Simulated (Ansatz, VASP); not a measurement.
# Cross-check of CdH2O2 between VASP and Ansatz

Wanted: the spread between two codes on one cell, functional and k mesh.

Method: plane waves, with VASP 6.6.1 beside it; single point at LDA, in Ansatz 0.2.0.

**1. Set-up**

Symmetry: P-3m1, No. 164, trigonal system. Conventional cell: a = 3.516 Å, b = 3.516 Å, c = 4.643 Å, α = 90.00°, β = 90.00°, γ = 120.00°. Nearest to Cd lie 6 O at 2.32 Å. Nearest to O lie 1 H at 0.97 Å and 3 Cd at 2.32 Å. H has 1 O at 0.97 Å nearest. Farther neighbours and most contacts between anions are not listed.

**2. Ansatz: single point, LDA**

Ansatz runs on its default PAW (the set named soft_2) files.

A single point gives forces, pressure and levels at one fixed geometry, so differences don't come from the geometry; what else differs is listed under the comparison.

Input file input.yaml:

```yaml
crystal:
  lattice:
    - [3.5155259648, 0.0, 0.0]
    - [-1.7577629824, 3.0445347931, 0.0]
    - [0.0, 0.0, 4.64297929]
  atoms:
    - { symbol: Cd, position: [0.0, 0.0, 0.0] }
    - { symbol: O, position: [0.66666667, 0.33333333, 0.7597526643] }
    - { symbol: O, position: [0.33333333, 0.66666667, 0.2402473357] }
    - { symbol: H, position: [0.66666667, 0.33333333, 0.5512858619] }
    - { symbol: H, position: [0.33333333, 0.66666667, 0.4487141381] }
hamiltonian:
  xc: lda
  pseudopotentials: { kind: paw }
kpoints:
  mp_grid: { grid: [7, 7, 5] }
scf:
  occupations: { method: gaussian, width: 0.01 }
  n_extra_bands: 5
output:
  forces: true
  stress: true
  eigenvalues: true
```

Run with:

```bash
> ansatz run input.yaml --threads 2 --pin off --max-ram 4608MiB --backend cpu --events-out ev --progress --plain --runs-dir out
```

Numbers of over 12 decimals in the logs are rounded to 6 here.

Output:

```text
scf.n_extra_bands = 5 over 17 filled bands (N_el = 34.0): the run solves 22 bands
Engine: ansatz 0.2.0, aarch64-unknown-linux-gnu
Pseudopotentials: kind: paw
Pseudopotential: Cd, paw, valence charge 20, recommended cutoff 420 eV (normal), Cd.paw.azcp
Pseudopotential: O, paw, valence charge 6, recommended cutoff 420 eV (normal), O.paw.azcp
Pseudopotential: H, paw, valence charge 1, recommended cutoff 420 eV (normal), H.paw.azcp
Functional definition: SPW92
  exchange = slater_x
  correlation = pw_c
Crystal: 5 atoms, lattice volume = 49.694 Å³
Basis set: ecut = 420 eV, 981 PW (Γ)
Bands: 22, of which v1, the nominal top of the filled ones, is band 17 counted from 1 (16 counted from 0)
Symmetry: 12 space group operations
Space group: P-3m1 (ITA 164), of the structure as read, at distance tolerance 3.7e-5 Å
k-points: 32 of 245
Non-local potential: Cd, projectors of the file, l = 0: 3, l = 1: 2, l = 2: 2, l = 3: 1
Non-local potential: O, projectors of the file, l = 0: 2, l = 1: 2, l = 2: 1
Non-local potential: H, projectors of the file, l = 0: 2, l = 1: 1
PAW form: soft (Blöchl's): semilocal exchange-correlation on the pseudo side does not see the compensation charge
PAW frozen core: Cd, regenerated for the run's functional, and the local potential with it (the file was generated under x = pbe(κ = 0.804, μ = 0.219515), c = pbe(β = 0.066725))
PAW frozen core: O, regenerated for the run's functional, and the local potential with it (the file was generated under x = pbe(κ = 0.804, μ = 0.219515), c = pbe(β = 0.066725))
PAW one-centre angular grid: Cd, 590 points (default); XC on 64 Gauss nodes
PAW one-centre angular grid: O, 110 points (default); XC on 64 Gauss nodes
PAW one-centre angular grid: H, 110 points (default); XC on 64 Gauss nodes
Initial density: superposition of atomic densities (neutral atoms: chi_scale 0, normalization atom), corrected by the library's trained network
Initial wavefunctions: pseudopotential atomic-orbital guess
Functional: x = slater, c = lda
SCF iter   1: F=—  HF=-9259.826590 eV  |F-HF|=—  |Δ(HF+E_count)|=         —  Δρ=1.57e-2  dr2=1.04e-1  ethr=1.77e-3  ⟨swp⟩=5.2  Hψ=3041  notcnv=0
preconditioner: auto → Resta (q_TF=auto, 2.561 Å⁻¹)  ε∞=4.4  [insulator: Δε(μ)=1.408 eV  Ē_g=14.664 eV  σ=0.010 eV  W_gap=1.00  n_scr=20 (ndim 8)  ℏωp=26.9 eV  f_vac=0.075  D(μ)=0.00/eV (n_scr^D=0)  ε∞_Penn≈4.4]
SCF iter   2: F=—  HF=-9259.797584 eV  |F-HF|=—  |Δ(HF+E_count)|=   2.90e-2  Δρ=5.31e-3  dr2=9.15e-3  ethr=3.06e-4  ⟨swp⟩=2.8  Hψ=1437  notcnv=0  defer=32
SCF iter   3: F=—  HF=-9259.794799 eV  |F-HF|=—  |Δ(HF+E_count)|=   2.79e-3  Δρ=2.14e-3  dr2=2.19e-3  ethr=2.69e-5  ⟨swp⟩=2.5  Hψ=1171  notcnv=0  defer=32
SCF iter   4: F=—  HF=-9259.794036 eV  |F-HF|=—  |Δ(HF+E_count)|=   7.62e-4  Δρ=4.52e-4  dr2=6.99e-5  ethr=6.44e-6  ⟨swp⟩=2.0  Hψ=1083  notcnv=0  defer=32
SCF iter   5: F=—  HF=-9259.794046 eV  |F-HF|=—  |Δ(HF+E_count)|=   1.01e-5  Δρ=1.79e-4  dr2=9.19e-6  ethr=2.06e-7  ⟨swp⟩=2.1  Hψ=1018  notcnv=0  defer=32
SCF iter   6: F=—  HF=-9259.794050 eV  |F-HF|=—  |Δ(HF+E_count)|=   3.86e-6  Δρ=2.19e-5  dr2=1.29e-7  ethr=2.70e-8  ⟨swp⟩=1.0  Hψ=673  notcnv=0  defer=32
SCF iter   7: F=-9259.794050 eV  HF=-9259.794050 eV  |F-HF|=8.62e-10  |Δ(HF+E_count)|=   1.35e-7  Δρ=3.31e-6  dr2=4.20e-9  ethr=2.94e-10  ⟨swp⟩=8.7  Hψ=2891  notcnv=0
SCF 1 converged in 7 iterations: F = -9259.794050 eV  dr2 = 4.20e-9
  greatest PAW one-centre occupation: 1.000 electrons in one spin orbital (limit 2), on the Cd atom at site 0 (counted from 0), in its partial waves of l = 0
SCF converged after 7 iterations
Free energy (F): -9259.794050 eV
Harris-Foulkes:  -9259.794050 eV  (|F-HF|=8.62e-10)
Internal energy: -9259.794050 eV  (E = F + TS)
E sigma→0 (E₀):  -9259.794050 eV
Fermi energy:    6.532290 eV
--- Per-component energies (eV) ---
  E_band       = -530.083527
  E_kinetic    = 879.574881
  E_local      = -4545.951999  (includes V_loc(G=0)·N_el)
  E_nonlocal   = 147.269171
  E_hartree    = 2018.651270
  E_xc         = -335.612733
  E_vxc        = -427.584849  (∫ρ·V_xc dr)
  E_paw        = -4245.609673  (= ΣΔE_a)
  E_vpaw       = -620.696218  (= ΣTr[D̂ρ^β])
  E_aug_tail   = 0.002592  (compensation charges beyond the density's cutoff)
  E_ewald      = -3179.077972
  E_core_change = 0.960412  (= ΣΔE_core)
  E_smearing   = -0.000000  (= −TS)
  E_closure    = 0.000000  (closes the sum)
  Σ components = -9259.794050   (vs F -9259.794050, Δ=0.00e0)
--- Forces (eV/Å), atoms counted from 1 ---
  atom   1  Cd    -0.00000000     0.00000000     0.00000000
  atom   2  O      0.00000000     0.00000000     0.87721171
  atom   3  O     -0.00000000    -0.00000000    -0.87721171
  atom   4  H     -0.00000000    -0.00000000    -0.57178629
  atom   5  H      0.00000000     0.00000000     0.57178629
  max |Σ_I F_I| component: 4.64e-18 eV/Å
--- Stress (GPa, compression-positive) ---
       -5.608611       0.000000       0.000000
       -0.000000      -5.608611       0.000000
        0.000000       0.000000      -1.321529
  P = ⅓ Tr σ = -4.1796 GPa (-41.796 kbar)
--- Band table (eV; the first three rows and the last of 32) ---
  k-point 0: bands = [... 13 lower, 4.6793, 4.6793, 5.4140, 5.4140, 7.3180, 11.7753, 15.5801, 18.3940, ... 1 higher]
  k-point 1: bands = [... 13 lower, 4.5794, 4.5794, 5.5275, 5.5275, 7.8752, 11.6242, 15.4329, 18.3717, ... 1 higher]
  k-point 2: bands = [... 13 lower, 4.4541, 4.4541, 5.6742, 5.6742, 9.1943, 10.6858, 16.0681, 17.6754, ... 1 higher]
  k-point 31: bands = [... 13 lower, 2.5204, 3.4223, 4.6704, 4.9197, 12.3992, 13.3909, 14.3048, 14.8137, ... 1 higher]
```

Elapsed: 1.1 s, on 2 threads of Arm Neoverse V2, shared host; peak memory 0.3 GiB.

Reading the cycles: dr2 is the Hartree energy of the density residual (eV), the measure of convergence; HF is the Harris–Foulkes estimate of the energy, which meets the free energy F at convergence.

The run ends at a pressure of -4.18 GPa, with forces up to 0.88 eV/Å.

**3. VASP: single point, LDA**

The same cell, functional (in two slightly different forms), mesh and smearing now go to VASP, with its own data sets and cutoff.

Lines of VASP's logs that name or quote its potential files are left out, and so is its time.

Input file INCAR:

```
SYSTEM = CdH2O2
PREC = Accurate
ENCUT = 520
EDIFF = 1E-07
NELM = 100
ISMEAR = 0
SIGMA = 0.01
LREAL = .FALSE.
ALGO = Normal
GGA = CA
NBANDS = 19
LORBIT = 11
LWAVE = .FALSE.
LCHARG = .FALSE.
KPAR = 2
```

Input file POSCAR:

```
CdH2O2
1.0
    3.5155259648      0.0000000000      0.0000000000
   -1.7577629824      3.0445347931      0.0000000000
    0.0000000000      0.0000000000      4.6429792900
Cd O H
1 2 2
Direct
    0.0000000000      0.0000000000      0.0000000000
    0.6666666700      0.3333333300      0.7597526643
    0.3333333300      0.6666666700      0.2402473357
    0.6666666700      0.3333333300      0.5512858619
    0.3333333300      0.6666666700      0.4487141381
```

Input file KPOINTS:

```
Automatic mesh
0
Gamma
7 7 5
0 0 0
```

Potentials, in the order of the species: Cd, O and H (PBE family, release 64).

Run with:

```bash
> mpirun -np 2 vasp_std
```

Output:

```text
[banner, memory and clock lines left out]
running    2 mpi-ranks, on    1 nodes
 distrk:  each k-point on    1 cores,    2 groups
 distr:  one band on    1 cores,    1 groups

 POSCAR found type information on POSCAR CdO H
 POSCAR found :  3 types and       5 ions
|                                                                             |
|               ----> ADVICE to this user running VASP <----                  |
|                                                                             |
|     You enforced a specific xc type in the INCAR file but a different       |
|     [... a line on the potential file left out ...]
|     I HOPE YOU KNOW WHAT YOU ARE DOING!                                     |
|                                                                             |

 LDA part: xc-table for (Slater(with rela. corr.)+CA(PZ))
 , standard interpolation
 POSCAR, INCAR and KPOINTS ok, starting setup
 FFT: planning ... GRIDC
 FFT: planning ... GRID_SOFT
 FFT: planning ... GRID
 WAVECAR not read
 entering main loop
       N       E                     dE             d eps       ncg     rms          rms(c)
DAV:   1     0.173088765768E+03    0.17309E+03   -0.14519E+04  1224   0.133E+03
DAV:   2    -0.174389038747E+02   -0.19053E+03   -0.18290E+03  1348   0.327E+02
DAV:   3    -0.280243634984E+02   -0.10585E+02   -0.10529E+02  1456   0.840E+01
DAV:   4    -0.280908237090E+02   -0.66460E-01   -0.66431E-01  1338   0.694E+00
DAV:   5    -0.280911076076E+02   -0.28390E-03   -0.28390E-03  1381   0.438E-01    0.122E+01
DAV:   6    -0.248441729007E+02    0.32469E+01   -0.10163E+01  1612   0.471E+01    0.852E+00
DAV:   7    -0.248610155897E+02   -0.16843E-01   -0.12440E+00  1246   0.102E+01    0.502E+00
DAV:   8    -0.248159167983E+02    0.45099E-01   -0.30082E-01  1306   0.435E+00    0.994E-01
DAV:   9    -0.247990471118E+02    0.16870E-01   -0.63364E-02  1374   0.212E+00    0.222E-01
DAV:  10    -0.247990722520E+02   -0.25140E-04   -0.83486E-03  1272   0.958E-01    0.779E-02
DAV:  11    -0.247990863984E+02   -0.14146E-04   -0.36064E-04  1384   0.283E-01    0.532E-02
DAV:  12    -0.247990797524E+02    0.66461E-05   -0.83678E-05  1421   0.823E-02    0.969E-03
DAV:  13    -0.247990804676E+02   -0.71518E-06   -0.39187E-06  1297   0.185E-02    0.363E-03
DAV:  14    -0.247990805800E+02   -0.11248E-06   -0.67353E-07  1390   0.719E-03    0.135E-03
DAV:  15    -0.247990805774E+02    0.26221E-08   -0.11201E-07   674   0.357E-03
   1 F= -.24799081E+02 E0= -.24799081E+02  d E =-.266311E-32
```

Parts of OUTCAR (step 3):

```text
ion  position               nearest neighbor table
   1  0.000  0.000  0.000-   2 2.32   3 2.32   3 2.32   2 2.32   2 2.32   3 2.32
   2  0.667  0.333  0.760-   4 0.97   1 2.32   1 2.32   1 2.32
   3  0.333  0.667  0.240-   5 0.97   1 2.32   1 2.32   1 2.32
   4  0.667  0.333  0.551-   2 0.97
   5  0.333  0.667  0.449-   3 0.97

  LATTYP: Found a hexagonal cell.
 ALAT       =     3.5155259648
 C/A-ratio  =     1.3207068690

 Subroutine GETGRP returns: Found 12 space group operations
 (whereof 12 operations were pure point group operations)

The static configuration has the point symmetry D_3d.

 Found     32 irreducible k-points:

   k-points           NKPTS =     32   k-points in BZ     NKDIM =     32   number of bands    NBANDS=     19

   dimension x,y,z NGX =    28 NGY =   28 NGZ =   36
   dimension x,y,z NGXF=    56 NGYF=   56 NGZF=   72

   ENCUT  =  520.0 eV  38.22 Ry    6.18 a.u.   6.54  6.54  8.63*2*pi/ulx,y,z

   NELECT =      26.0000    total number of electrons

 k-points in reciprocal lattice and weights: Automatic mesh
   0.00000000  0.00000000  0.00000000       0.004
   0.14285714  0.00000000  0.00000000       0.024
   0.28571429  0.00000000  0.00000000       0.024
   0.42857143  0.00000000  0.00000000       0.024
   0.14285714  0.14285714  0.00000000       0.024
   0.28571429  0.14285714  0.00000000       0.049
   0.42857143  0.14285714  0.00000000       0.024
   0.28571429  0.28571429  0.00000000       0.024
   0.00000000  0.00000000  0.20000000       0.008
[...]
0.42857143  0.14285714  0.40000000       0.049
   0.28571429  0.28571429  0.40000000       0.049

 average (electrostatic) potential at core
       1 -38.9633       2 -73.9989       3 -73.9989       4 -37.6998       5 -37.6998

 E-fermi :  -0.2802

 k-point     1 :       0.0000    0.0000    0.0000
  band No.  band energies     occupation
    ...
      9      -4.4993      2.00000
     10      -1.4217      2.00000
     11      -1.4217      2.00000
     12      -0.6944      2.00000
     13      -0.6944      2.00000
     14       1.2074      0.00000
     15       5.6621      0.00000
     16       9.4632      0.00000
     17      12.3086      0.00000
     18      12.3086      0.00000
    ...

 k-point     2 :       0.1429    0.0000    0.0000
  band No.  band energies     occupation
    ...
      9      -4.4234      2.00000
     10      -2.2073      2.00000
     11      -1.6444      2.00000
     12      -0.9571      2.00000
     13      -0.6107      2.00000
     14       2.1655      0.00000
     15       6.2733      0.00000
     16       9.0968      0.00000
     17      10.8651      0.00000
     18      12.5650      0.00000
    ...

 k-point     3 :       0.2857    0.0000    0.0000
  band No.  band energies     occupation
    ...
      9      -4.1651      2.00000
     10      -3.1734      2.00000
     11      -2.1272      2.00000
     12      -1.7059      2.00000
     13      -0.4632      2.00000
     14       3.8213      0.00000
     15       7.4836      0.00000
     16       7.9741      0.00000
     17       9.8613      0.00000
     18      11.3566      0.00000
    ...

  Total       -1.4761820     -1.4761820      0.1171066      0.0000000      0.0000000      0.0000000
  in kB      -47.5929352    -47.5929352      3.7755809      0.0000000      0.0000000      0.0000000
  external PRESSURE =     -30.4700965 kB  Pullay stress =       0.0000000 kB

  energy-cutoff  :      520.00
  volume of cell :       49.69
      direct lattice vectors                 reciprocal lattice vectors
     3.515525965  0.000000000  0.000000000     0.284452457  0.164228703  0.000000000
    -1.757762982  3.044534793  0.000000000     0.000000000  0.328457406  0.000000000
     0.000000000  0.000000000  4.642979290     0.000000000  0.000000000  0.215378949

 POSITION                                       TOTAL-FORCE (eV/Angst)
 -----------------------------------------------------------------------------------
      0.00000      0.00000      0.00000        -0.000000      0.000000      0.000000
      1.75776      1.01484      3.52752        -0.000000      0.000000      0.967470
     -0.00000      2.02969      1.11546         0.000000     -0.000000     -0.967470
      1.75776      1.01484      2.55961        -0.000000      0.000000     -0.766723
     -0.00000      2.02969      2.08337        -0.000000      0.000000      0.766723
 -----------------------------------------------------------------------------------
    total drift:                               -0.000000      0.000000      0.000000

  FREE ENERGIE OF THE ION-ELECTRON SYSTEM (eV)
  ---------------------------------------------------
  free  energy   TOTEN  =       -24.7990805774 eV

  energy  without entropy=      -24.7990805774  energy(sigma->0) =      -24.79908058

 total charge
# of ion       s       p       d       tot
------------------------------------------
    1        0.310   0.256   9.660  10.225
    2        1.545   3.506   0.000   5.051
    3        1.545   3.506   0.000   5.051
    4        0.611   0.129   0.000   0.740
    5        0.611   0.129   0.000   0.740
--------------------------------------------------
tot          4.621   7.527   9.660  21.808

[... 3 further parts left out ...]
```

The run ends at a pressure of -3.05 GPa, with forces up to 0.97 eV/Å.

**4. Comparison**

Known differences besides the potentials themselves: the two LDA forms differ slightly; the data sets hold 34 valence electrons in Ansatz (default PAW (the set named soft_2) files) and 26 in VASP; the cutoff is 420 eV in Ansatz and 520 eV in VASP; Ansatz makes its cores anew for this functional, VASP keeps those of its PBE data sets; VASP's log shows a relativistic correction to its local exchange, Ansatz's none. Total energies have different zeros and are not compared.

Both answers:

```csv
quantity,Ansatz,VASP,difference
pressure (GPa),-4.18,-3.05,-1.13
pressure without Ansatz's Pulay correction (GPa),-5.00,-3.05,-1.96
gap on the k mesh (eV),1.572,1.569,+0.003
```

Forces (eV/Å; atoms numbered as in POSCAR):

```csv
atom,"Ansatz x, y, z","VASP x, y, z"
Cd1,"0.000, 0.000, 0.000","0.000, 0.000, 0.000"
O2,"0.000, 0.000, 0.877","0.000, 0.000, 0.967"
O3,"0.000, 0.000, -0.877","0.000, 0.000, -0.967"
H4,"0.000, 0.000, -0.572","0.000, 0.000, -0.767"
H5,"0.000, 0.000, 0.572","0.000, 0.000, 0.767"
```

The forces differ by 78 meV/Å r.m.s., which is 17.4 % of the r.m.s. force of 0.45 eV/Å (both taken over all components). A gap on the mesh is an upper bound, since the band edges may lie between its points. Ansatz's pressure holds a Pulay correction of 0.82 GPa; VASP's holds none.

**5. What the set-up changes**

Further runs change the set-up of one program: Ansatz's method, potentials or start, or VASP's data sets, cutoff or form of LDA. The table gives Ansatz less VASP for each quantity, since a change that brings one quantity closer may part another.

```csv
run,r.m.s. force difference (meV/Å),pressure (GPa),gap on the k mesh (eV),pressure without Ansatz's Pulay correction (GPa)
as above,78,-1.1,0.0027,-2.0
cores kept as stored,76,-1.1,0.0078,-1.9
Ansatz's larger PAW set (cutoff 1000 eV),72,-1.1,0.0032,
norm-conserving potentials (cutoff 1388 eV),146,-1.4,0.024,-1.5
```

**6. What came out**

```
r.m.s. force difference (single point, LDA) : 17 % of the r.m.s. force
difference in pressure (single point, LDA)  : -1.1 GPa
```

The r.m.s. force difference is 17 % of the r.m.s. force (single point, LDA), beyond the 3 % picked in this series as the mark of a large difference. By the marks of this series, far apart in the single point, LDA pair: the r.m.s. force difference, 17 % of the r.m.s. force and the difference in pressure, -1.1 GPa. Single point, LDA, cores kept as stored: the difference in gap on the k mesh goes from 0.0027 to 0.0078 eV. Single point, LDA, norm-conserving potentials (cutoff 1388 eV): r.m.s. force difference goes from 78 to 146 meV/Å; the difference in pressure goes from -1.1 to -1.4 GPa; the difference in gap on the k mesh goes from 0.0027 to 0.024 eV. 2 further runs of this series are not shown here. Such differences can come from data sets, numerical settings and the points named under the comparisons, not from the functional's error against experiment.

[Lines on the potential files, build, host, timing and source positions are cut from VASP's logs without a mark.]

[Logs are printed without paths, hosts, clocks, repeated set-up lines and the standing remarks that a program may print on its own settings, such as how far it seeks lower states.]

[Hosts, paths, dates, database ids (printed as entryN), source tags and the programs' standing remarks are cut or masked in the printed files.]
